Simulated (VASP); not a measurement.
## CsLi2: relaxation of cell and atoms with rev-vdW-DF2

CsLi2:

```
Cs Li
1.0
     3.96633    0.00000    0.00000
    -1.98317    3.43495    0.00000
     0.00000    0.00000   10.02838
Cs Li
1 2
Direct
  0.00000 0.00000 0.00000
  0.33333 0.66667 0.34863
  0.33333 0.66667 0.65137
```

The cell was built by a generator and needn't be a form met in nature.

- Program: VASP 6.6.1
- Task: relaxation of cell and atoms
- Functional: rev-vdW-DF2
- Potentials or basis: VASP PAW PBE potentials, release 64 (Cs_sv, Li_sv)
- Cutoff: 600 eV
- k mesh: 8 × 8 × 3
- Occupations: fermi-dirac, width 0.05 eV
- Spin: no spin polarisation
- Further INCAR settings: ALGO = Normal; EDIFF = 1e-07; IBRION = 2; EDIFFG = -0.01; NSW = 40; ISIF = 3

```
Relaxed volume                         : 42.51 Å³/atom
Relaxed cell                           : a = 3.865 Å, b = 3.865 Å, c = 9.859 Å, α = 90.00°, β = 90.00°, γ = 120.00°
Space group after relaxing (to 0.05 Å) : P-6m2 (No. 187)
Energy gained by relaxing              : 2.5 meV/atom
Ionic steps                            : 8
Pressure after relaxing                : 0.0 GPa
Band gap on the k mesh                 : none (metal or under the smearing width)
```

Step by step:
```csv
step,energy change (eV),largest force (eV/Å),pressure (GPa),volume (Å³)
1,0.0000,0.0108,-0.25,136.63
2,-0.0021,0.0097,-0.22,135.21
3,-0.0061,0.0049,-0.09,131.03
4,-0.0022,0.0112,0.24,122.93
5,-0.0068,0.0015,-0.02,128.88
6,-0.0068,0.0011,-0.01,128.68
7,-0.0072,0.0006,-0.01,128.28
8,-0.0075,0.0005,0.01,127.52
```

Final structure:
```
CELL_PARAMETERS angstrom
3.86454 -0.00006 0.00000
-1.93233 3.34677 0.00000
0.00000 0.00000 9.85948
ATOMIC_POSITIONS crystal
Cs 0.00000 0.00000 0.00000
Li 0.33333 0.66667 0.34827
Li 0.33333 0.66667 0.65173
```

Levels at points of the mesh, in eV from the Fermi level:
```
           k point  band 6  band 7  band 8  band 9  band 10  band 11
(0.00, 0.00, 0.00)   -9.88   -2.40   -0.81   -0.61     1.01     3.26
(0.50, 0.00, 0.00)  -10.31   -0.17    0.05    0.49     1.13     1.86
(0.50, 0.50, 0.00)  -10.31   -0.17    0.05    0.49     1.13     1.86
```

Run time: 15 min on 1 thread of Intel(R) Xeon(R) 6975P-C (Granite Rapids) (shared host), peak memory 0.72 GiB.

Caveat: the cutoff is under 1.25 times the usual one of these potentials, so pressure, stress and relaxed cells hold a basis-set (Pulay) error; the PAW data sets were made with another functional, which shifts forces and pressure a little. Spin-orbit coupling is left out, which matters for the levels of Cs.
